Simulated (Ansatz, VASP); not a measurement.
# SrTiO3 (Tausonite): VASP beside Ansatz, part 2 of 2

One calculation is typed for both programs; each brings its own data sets and cutoff. How far apart do they land? The cell is a member of a volume series, scaled by 0.985 from a relaxed one, so a pressure remains.

VASP 6.6.1 and Ansatz 0.2.0.

So far. Step 2 (Ansatz: single point, LDA, volume scaled by 0.985): The run ends at a pressure of 1.97 GPa.

### Step 6. VASP: single point, LDA, volume scaled by 1.015

Level of this step: LDA, no spin polarisation; plane waves and PAW (Sr_sv, Ti_sv, O) (VASP).

A single point gives forces, pressure and levels at one fixed geometry, so differences don't come from the geometry; what else differs is listed under the comparison. The cell compared in this pair holds 58.43 Å³, against 56.71 Å³ for the pair before.

The input asks for a relaxation, which ended at its first step since no free force or stress exceeded the threshold; so it serves as a single point.

INCAR

```
SYSTEM = SrTiO3
PREC = Accurate
ENCUT = 520
EDIFF = 1E-06
NELM = 100
ISMEAR = 0
SIGMA = 0.03
LREAL = .FALSE.
ALGO = Normal
GGA = CA
NBANDS = 26
LASPH = .TRUE.
LORBIT = 11
LWAVE = .FALSE.
LCHARG = .FALSE.
KPAR = 16
IBRION = 2
NSW = 30
ISIF = 4
EDIFFG = -0.01
```

POSCAR

```
SrTiO3
1.0
    3.8805205296      0.0000000000      0.0000000000
    0.0000000000      3.8805205296      0.0000000000
    0.0000000000      0.0000000000      3.8805205296
Sr Ti O
1 1 3
Direct
    0.5000000000      0.5000000000      0.5000000000
    0.0000000000      0.0000000000      0.0000000000
    0.0000000000      0.0000000000      0.5000000000
    0.0000000000      0.5000000000      0.0000000000
    0.5000000000      0.0000000000      0.0000000000
```

KPOINTS

```
Automatic mesh
0
Gamma
6 6 6
0 0 0
```

Potentials, in the order of the species: Sr_sv, Ti_sv and O (LDA family, release 64).

Command:

```sh
mpirun -np 16 vasp_std
```

Numbers of over 12 decimals in the logs are rounded to 6 here.

What it wrote:

```text
[banner, memory and clock lines left out]
running   16 mpi-ranks, on    1 nodes
[...]
[... a notice as in an earlier step ...]

 LDA part: xc-table for (Slater(with rela. corr.)+CA(PZ))
 , standard interpolation
 POSCAR, INCAR and KPOINTS ok, starting setup
[...]
entering main loop
       N       E                     dE             d eps       ncg     rms          rms(c)
DAV:   1     0.432568283021E+03    0.43257E+03   -0.21066E+04  1040   0.167E+03
DAV:   2    -0.119310556033E+02   -0.44450E+03   -0.43228E+03  1200   0.463E+02
DAV:   3    -0.517947611135E+02   -0.39864E+02   -0.39655E+02  1212   0.140E+02
DAV:   4    -0.541055756152E+02   -0.23108E+01   -0.23081E+01  1776   0.283E+01
[...]
DAV:  15    -0.441701271564E+02    0.39753E-05   -0.44609E-05  1470   0.519E-02    0.150E-02
DAV:  16    -0.441701260041E+02    0.11523E-05   -0.58768E-06  1172   0.310E-02    0.218E-03
DAV:  17    -0.441701260418E+02   -0.37678E-07   -0.26310E-07   736   0.574E-03
   1 F= -.44170126E+02 E0= -.44170126E+02  d E =-.441701E+02
[...]
reached required accuracy - stopping structural energy minimisation
```

OUTCAR, selected parts (step 6):

```text
  Total       -1.0614254     -1.0614254     -1.0614254     -0.0000000     -0.0000000      0.0000000
  in kB      -29.1024880    -29.1024880    -29.1024880     -0.0000000     -0.0000000      0.0000000
  external PRESSURE =     -29.1024880 kB  Pullay stress =       0.0000000 kB

 POSITION                                       TOTAL-FORCE (eV/Angst)
 -----------------------------------------------------------------------------------
      1.94026      1.94026      1.94026         0.000000      0.000000      0.000000
      0.00000      0.00000      0.00000         0.000000      0.000000      0.000000
      0.00000      0.00000      1.94026         0.000000      0.000000      0.000000
      0.00000      1.94026      0.00000         0.000000      0.000000      0.000000
      1.94026      0.00000      0.00000         0.000000      0.000000      0.000000
 -----------------------------------------------------------------------------------
    total drift:                                0.000000     -0.000000      0.000000

  FREE ENERGIE OF THE ION-ELECTRON SYSTEM (eV)
  ---------------------------------------------------
  free  energy   TOTEN  =       -44.1701260418 eV

  energy  without entropy=      -44.1701260418  energy(sigma->0) =      -44.17012604

[... 2 parts as in an earlier step ...]

[... 2 further parts left out ...]
[key lines of the parts left out:]
E-fermi :   4.2846
```

### Step 7. Ansatz: single point, LDA, volume scaled by 1.015

The same cell, functional (in two slightly different forms), mesh and smearing now go to Ansatz, which takes its cutoff from its data sets.

The cell is a member of a volume series, scaled by 1.015 from a relaxed one, so a pressure remains.

input.yaml

```yaml
crystal:
  lattice:
    - [3.88052053, 0.0, 0.0]
    - [0.0, 3.88052053, 0.0]
    - [0.0, 0.0, 3.88052053]
  atoms:
    - { symbol: Sr, position: [0.5, 0.5, 0.5] }
    - { symbol: Ti, position: [0.0, 0.0, 0.0] }
    - { symbol: O, position: [0.0, 0.0, 0.5] }
    - { symbol: O, position: [0.0, 0.5, 0.0] }
    - { symbol: O, position: [0.5, 0.0, 0.0] }
hamiltonian:
  xc: lda
  pseudopotentials: { kind: paw }
kpoints:
  mp_grid: { grid: [6, 6, 6] }
scf:
  occupations: { method: gaussian, width: 0.03 }
  n_extra_bands: 5
output:
  forces: true
  stress: true
  eigenvalues: true
  write_density: true
  write_potential: true
  elf: true
  volumetric_format: npy
```

Command:

```sh
ansatz run input.yaml --threads 2 --pin off --max-ram 4608MiB --backend cpu --events-out ev --progress --plain --runs-dir out
```

What it wrote:

```text
[...]
Crystal: 5 atoms, lattice volume = 58.435 Å³
Basis set: ecut = 420 eV, 1189 PW (Γ)
Bands: 25, of which v1, the nominal top of the filled ones, is band 20 counted from 1 (19 counted from 0)
Symmetry: 48 space group operations
[...]
k-points: 20 of 216
[...]
k-point 0: bands = [... 16 lower, 8.6531, 9.5392, 9.5392, 9.5392, 11.6913, 11.6913, 11.6913, 14.3812, ... 1 higher]
  k-point 1: bands = [... 16 lower, 8.4065, 8.7579, 9.3831, 9.3831, 11.7351, 12.3033, 12.3033, 14.3948, ... 1 higher]
  k-point 2: bands = [... 16 lower, 7.7055, 7.9772, 9.2124, 9.2124, 11.8261, 13.2901, 13.2901, 14.4063, ... 1 higher]
  k-point 19: bands = [... 16 lower, 6.0548, 9.8757, 9.8757, 9.8757, 14.4502, 14.4502, 14.4502, 16.8407, ... 1 higher]
[key lines of the parts left out:]
SCF converged after 6 iterations
Free energy (F): -7569.408951 eV
Fermi energy:    10.783515 eV
P = ⅓ Tr σ = -3.9456 GPa (-39.456 kbar)
```

Elapsed: 2.6 s, on 2 threads of Arm Neoverse N1, shared host; peak memory 0.31 GiB.

The run ends at a pressure of -3.95 GPa.

### Step 8. Differences

Compared:

| quantity | Ansatz | VASP | difference |
| --- | --- | --- | --- |
| pressure (GPa) | -3.95 | -2.91 | -1.04 |
| pressure without Ansatz's Pulay correction (GPa) | -4.78 | -2.91 | -1.87 |
| gap on the k mesh (eV) | 1.816 | 1.782 | +0.034 |

A gap on the mesh is an upper bound, since the band edges may lie between its points. Ansatz's pressure holds a Pulay correction of 0.84 GPa; VASP's holds none.

### Step 9. Other set-ups

Further runs change the set-up of one program: Ansatz's method, potentials or start, or VASP's data sets, cutoff or form of LDA. The table gives Ansatz less VASP for each quantity, since a change that brings one quantity closer may part another.

| run | pressure (GPa) | gap on the k mesh (eV) | pressure without Ansatz's Pulay correction (GPa) |
| --- | --- | --- | --- |
| as above | -1.0 | 0.034 | -1.9 |
| cores kept as stored | -0.84 | 0.031 | -1.6 |
| Ansatz's all-electron LAPW method | -0.91 | 0.030 |  |
| Ansatz's larger PAW set (cutoff 910 eV) | -0.89 | 0.030 | -0.96 |
| norm-conserving potentials (cutoff 1143 eV) | -1.3 | 0.060 |  |

### Step 10. Ansatz: single point, BLYP, volume scaled by 0.985

With cell and atoms fixed, the geometry can't cause a difference; cores, projectors, grids and the points listed under the comparison can. The cell compared in this pair holds 62.01 Å³, against 58.43 Å³ for the pair before.

The cell is a member of a volume series, scaled by 0.985 from a relaxed one, so a pressure remains.

input.yaml, as its differences from that of step 7:

```diff
@@ -2,5 +2,5 @@
   lattice:
-    - [3.88052053, 0.0, 0.0]
-    - [0.0, 3.88052053, 0.0]
-    - [0.0, 0.0, 3.88052053]
+    - [3.95804757, 0.0, 0.0]
+    - [0.0, 3.95804757, 0.0]
+    - [0.0, 0.0, 3.95804757]
   atoms:
@@ -12,3 +12,3 @@
 hamiltonian:
-  xc: lda
+  xc: blyp
   pseudopotentials: { kind: paw }
```

What it wrote:

```text
[...]
Crystal: 5 atoms, lattice volume = 62.007 Å³
Basis set: ecut = 420 eV, 1213 PW (Γ), exchange–correlation on 54×54×54 points (8 copies of the dense FFT grid, shifted against one another)
Bands: 25, of which v1, the nominal top of the filled ones, is band 20 counted from 1 (19 counted from 0)
Symmetry: 48 space group operations
[...]
k-points: 20 of 216
[...]
k-point 0: bands = [... 16 lower, 8.6575, 9.3854, 9.3854, 9.3854, 11.5778, 11.5778, 11.5778, 13.7604, ... 1 higher]
  k-point 1: bands = [... 16 lower, 8.4546, 8.6805, 9.2463, 9.2463, 11.6112, 12.0946, 12.0946, 13.7631, ... 1 higher]
  k-point 2: bands = [... 16 lower, 7.8026, 8.0974, 9.0912, 9.0912, 11.6801, 12.9343, 12.9343, 13.7674, ... 1 higher]
  k-point 19: bands = [... 16 lower, 6.2007, 9.7454, 9.7454, 9.7454, 13.9385, 13.9385, 13.9385, 16.6657, ... 1 higher]
[key lines of the parts left out:]
SCF converged after 6 iterations
Free energy (F): -7779.457277 eV
Fermi energy:    10.661634 eV
P = ⅓ Tr σ = 1.7945 GPa (17.945 kbar)
```

Wall time 3 s (2 threads); peak memory 0.33 GiB; 5.3 s of CPU time.

The run ends at a pressure of 1.79 GPa.

### Step 11. VASP: single point, BLYP, volume scaled by 0.985

The same cell, functional (in two slightly different forms), mesh and smearing now go to VASP, with its own data sets and cutoff.

The input asks for a relaxation, which ended at its first step since no free force or stress exceeded the threshold; so it serves as a single point.

INCAR, as its differences from that of step 6:

```diff
@@ -9,3 +9,7 @@
 ALGO = Normal
-GGA = CA
+GGA = B5
+ALDAX = 1
+AGGAX = 1
+AGGAC = 1
+ALDAC = 0
 NBANDS = 26
```

POSCAR, as its differences from that of step 6:

```diff
@@ -2,5 +2,5 @@
 1.0
-    3.8805205296      0.0000000000      0.0000000000
-    0.0000000000      3.8805205296      0.0000000000
-    0.0000000000      0.0000000000      3.8805205296
+    3.9580475746      0.0000000000      0.0000000000
+    0.0000000000      3.9580475746      0.0000000000
+    0.0000000000      0.0000000000      3.9580475746
 Sr Ti O
```

KPOINTS is that of step 6.

Potentials, in the order of the species: Sr_sv, Ti_sv and O (PBE family, release 64).

Command:

```sh
mpirun -np 16 vasp_std
```

What it wrote:

```text
[banner, memory and clock lines left out]
running   16 mpi-ranks, on    1 nodes
[...]
[... a notice as in an earlier step ...]

|                                                                             |
|               ----> ADVICE to this user running VASP <----                  |
|                                                                             |
|     You enforced a specific xc type in the INCAR file but a different       |
|     [... a line on the potential file left out ...]
|     I HOPE YOU KNOW WHAT YOU ARE DOING!                                     |
|                                                                             |

 LDA part: xc-table for (Slater(with rela. corr.)+VWN5), standard interpolation
 POSCAR, INCAR and KPOINTS ok, starting setup
[...]
entering main loop
       N       E                     dE             d eps       ncg     rms          rms(c)
DAV:   1     0.440048600876E+03    0.44005E+03   -0.20829E+04  1040   0.166E+03
DAV:   2    -0.931822633738E+01   -0.44937E+03   -0.43505E+03  1264   0.458E+02
DAV:   3    -0.474843543953E+02   -0.38166E+02   -0.38011E+02  1194   0.140E+02
DAV:   4    -0.499234887646E+02   -0.24391E+01   -0.24361E+01  1768   0.292E+01
[...]
DAV:  15    -0.383358420174E+02   -0.74276E-07   -0.44168E-05  1360   0.487E-02    0.133E-02
DAV:  16    -0.383358405403E+02    0.14771E-05   -0.50740E-06  1106   0.260E-02    0.420E-03
DAV:  17    -0.383358404334E+02    0.10690E-06   -0.42677E-07   766   0.901E-03
   1 F= -.38335840E+02 E0= -.38335840E+02  d E =-.383358E+02
[...]
reached required accuracy - stopping structural energy minimisation
```

OUTCAR, selected parts (step 11):

```text
  Total        0.9796497      0.9796497      0.9796497      0.0000000     -0.0000000      0.0000000
  in kB       25.3126934     25.3126934     25.3126934      0.0000000     -0.0000000      0.0000000
  external PRESSURE =      25.3126934 kB  Pullay stress =       0.0000000 kB

 POSITION                                       TOTAL-FORCE (eV/Angst)
 -----------------------------------------------------------------------------------
      1.97902      1.97902      1.97902         0.000000      0.000000      0.000000
      0.00000      0.00000      0.00000         0.000000      0.000000      0.000000
      0.00000      0.00000      1.97902         0.000000      0.000000      0.000000
      0.00000      1.97902      0.00000         0.000000      0.000000      0.000000
      1.97902      0.00000      0.00000         0.000000      0.000000      0.000000
 -----------------------------------------------------------------------------------
    total drift:                               -0.000000     -0.000000      0.000000

  FREE ENERGIE OF THE ION-ELECTRON SYSTEM (eV)
  ---------------------------------------------------
  free  energy   TOTEN  =       -38.3358404334 eV

  energy  without entropy=      -38.3358404334  energy(sigma->0) =      -38.33584043

[... 2 parts as in an earlier step ...]

[... 2 further parts left out ...]
[key lines of the parts left out:]
E-fermi :   4.3743
```

### Step 12. Differences

What differs besides the data sets and the points named for the pairs above, as far as they apply: Ansatz makes its cores anew for this functional, VASP keeps those of its PBE data sets. Total energies have different zeros and are not compared.

The two programs side by side:

| quantity | Ansatz | VASP | difference |
| --- | --- | --- | --- |
| pressure (GPa) | 1.79 | 2.53 | -0.74 |
| pressure without Ansatz's Pulay correction (GPa) | 1.16 | 2.53 | -1.37 |
| gap on the k mesh (eV) | 1.832 | 1.799 | +0.033 |

A gap on the mesh is an upper bound, since the band edges may lie between its points. Ansatz's pressure holds a Pulay correction of 0.63 GPa; VASP's holds none.

### Step 13. What the set-up changes

Further runs change the set-up of one program: Ansatz's method, potentials or start, or VASP's data sets, cutoff or form of LDA. The table gives Ansatz less VASP for each quantity, since a change that brings one quantity closer may part another.

| run | pressure (GPa) | gap on the k mesh (eV) |
| --- | --- | --- |
| as above | -0.74 | 0.033 |
| Ansatz's all-electron LAPW method | -0.57 | 0.028 |

### Step 14. Results

```json
{
 "difference in pressure (single point, LDA, volume scaled by 0.985)": "-1.2 GPa",
 "difference in pressure (single point, LDA, volume scaled by 1.015)": "-1.0 GPa",
 "difference in gap on the k mesh (single point, BLYP, volume scaled by 0.985)": "0.033 eV",
 "difference in pressure (single point, BLYP, volume scaled by 0.985)": "-0.74 GPa"
}
```

What this shows: The difference in pressure is -1.2 GPa (single point, LDA, volume scaled by 0.985), beyond the 1 GPa picked in this series as the mark of a large difference. Single point, LDA, volume scaled by 0.985, Ansatz's larger PAW set (cutoff 910 eV): the difference in pressure without Ansatz's Pulay correction goes from -2.0 to -1.1 GPa. Single point, LDA, volume scaled by 0.985, norm-conserving potentials (cutoff 1143 eV): the difference in pressure goes from -1.2 to -1.5 GPa; the difference in gap on the k mesh goes from 0.037 to 0.063 eV. Single point, LDA, volume scaled by 1.015, Ansatz's larger PAW set (cutoff 910 eV): the difference in pressure without Ansatz's Pulay correction goes from -1.9 to -0.96 GPa. Single point, LDA, volume scaled by 1.015, norm-conserving potentials (cutoff 1143 eV): the difference in pressure goes from -1.0 to -1.3 GPa; the difference in gap on the k mesh goes from 0.034 to 0.060 eV. For single point, BLYP, volume scaled by 0.985, no further run moves any of the tabulated differences by more than a quarter of its size. 6 further runs of this series are not shown here. How closely two codes agree says nothing of how well the functional describes the real material.

[Lines on the potential files, build, host, timing and source positions are cut from VASP's logs without a mark.]

[Logs are printed without paths, hosts, clocks, repeated set-up lines and the standing remarks that a program may print on its own settings, such as how far it seeks lower states.]

[Hosts, paths, dates, database ids (printed as entryN), source tags and the programs' standing remarks are cut or masked in the printed files.]
